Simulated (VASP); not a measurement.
Computed with vdW-DF2, VASP's PBE PAW potentials (set 64) (plane waves; VASP).

A VASP calculation is set up with these files.

**INCAR**
```
GGA  =  ML
LASPH  =  .TRUE.
LREAL  =  .FALSE.
EDIFFG  =  -0.01
NELM  =  100
SYSTEM  =  As
AGGAC  =  0.0
EDIFF  =  1E-6   # SCF stop (eV)
LCHARG  =  .FALSE.
ALGO  =  Normal   # blocked Davidson
NSW  =  60   # most ionic steps
LUSE_VDW  =  .TRUE.
PREC  =  Accurate
ISIF  =  3   # ions, shape and volume
LWAVE  =  .FALSE.
SIGMA  =  0.1
IBRION  =  2
ISMEAR  =  1   # Methfessel-Paxton
LMAXMIX  =  4   # l cut-off of mixed one-centre charges
ENCUT  =  520   # plane-wave cut-off (eV)
ZAB_VDW  =  -1.8867
```

POSCAR:
```
As
1
    4.4549128485    -1.9252435342     0.2117270450
    4.4549128485     1.9252435342     0.2117270450
    3.4714615297    -0.0000000000     3.3980276053
As
2
Direct
  0.2191652791   0.2191652791   0.2191652791
  0.7808347209   0.7808347209   0.7808347209
```

File KPOINTS:
```
Automatic mesh
0
Gamma
10 10 10
0 0 0
```

POTCAR, in this order: As (PBE.64 set). Program: vasp_std.

Q: Predict the energy per atom (σ→0), volume per atom, band gap (on the k-mesh).

A: 
```yaml
energy per atom (σ→0): -2.722 eV/atom
band gap (on the k-mesh): none (metal, semimetal or under 0.01 eV)
volume_per_atom: 27.83 Å^3/atom
```

OSZICAR:
```
...
DAV:   4    -0.544378384284E+01    0.18816E-06   -0.19102E-06  1994   0.107E-02
  11 F= -.54437838E+01 E0= -.54437012E+01  d E =-.255011E-04
       N       E                     dE             d eps       ncg     rms          rms(c)
DAV:   1    -0.544382702740E+01   -0.42996E-04   -0.89926E-04  2108   0.167E-01    0.187E-02
DAV:   2    -0.544380676825E+01    0.20259E-04   -0.36926E-05  2168   0.375E-02    0.105E-02
DAV:   3    -0.544379928157E+01    0.74867E-05   -0.32168E-05  2234   0.309E-02    0.252E-03
DAV:   4    -0.544379894718E+01    0.33439E-06   -0.96066E-07  1289   0.798E-03
  12 F= -.54437989E+01 E0= -.54437160E+01  d E =-.151043E-04
```

The compound is As in the a7 structure. This run relaxes it. Symmetry was kept, so distortions that lower it aren't found. The start is the result of an earlier pass.
